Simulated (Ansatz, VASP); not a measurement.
# ScTa2: VASP beside Ansatz

```
Sc Ta
1.0
     4.82949    0.00000    0.00000
    -2.41474    4.18246    0.00000
     0.00000    0.00000    2.95517
Sc Ta
1 2
Direct
  0.00000 0.00000 0.00000
  0.66667 0.33333 0.50000
  0.33333 0.66667 0.50000
```

Change from the starting cell: species swapped into the ScB2 type (P6/mmm, No. 191).

Alike in both runs: functional PBE; k mesh 6 × 6 × 4; occupations gaussian, width 0.1 eV; no spin polarisation.

Ansatz relaxed the structure, and its values are those at the end. VASP's run is a single point on that final structure, the one shown.

|  | VASP | Ansatz |
| --- | --- | --- |
| version | VASP 6.6.1 | Ansatz 0.2.0 |
| potentials or method | VASP PAW PBE potentials, release 64 (Sc_sv, Ta_pv) | scalar-relativistic, plane waves, PAW |
| plane-wave cutoff (eV) | 520 | 420 |
| valence electrons in the cell | 33 | 37 |

```tsv
	VASP	Ansatz	Ansatz less VASP
gap on the k mesh at the Fermi level (eV)	none	none	-
pressure (GPa)	0.0	-0.1	-0.10
```

A gap of «none» marks a metal or a gap that the smearing closes. With one functional, cell and mesh, what is left measures potentials, basis and numerics. The two sets of potentials don't hold the same shells in valence.

Caveats: the k mesh is coarse (spacing up to 0.53 Å⁻¹), so the values aren't converged. Spin-orbit coupling is left out, which matters for the levels of Ta.
